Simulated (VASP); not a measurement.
**LaSi (relaxed from the zinc blende structure, space group F-43m): computed properties**

The numbers are results of PBEsol GGA, VASP's PBE PAW potentials (set 64) (plane waves; VASP), not measurements.

| Property | Result |
|---|---|
| space group | F-43m (216) |
| cell | a = 6.672 Å, b = 6.672 Å, c = 6.672 Å, α = 90.00°, β = 90.00°, γ = 90.00° |
| volume per atom | 37.13 Å³/atom |
| band gap (over mesh and band path) | none (metal, semimetal or under 0.01 eV) |
| density | 3.73 g/cm³ |

```
CELL_PARAMETERS angstrom
      0.00000     3.33620     3.33620
      3.33620     0.00000     3.33620
      3.33620     3.33620     0.00000
ATOMIC_POSITIONS crystal
  La 0.00000 0.00000 0.00000
  Si 0.25000 0.25000 0.25000
```

The structure was generated: LaSi was put into the zinc blende type (F-43m), which need not be its known phase. It was relaxed first, which changed the volume by -25 %. Symmetry was kept, so distortions that lower it aren't found. The electron count is odd and the run is not spin-polarised, which forces a metal.
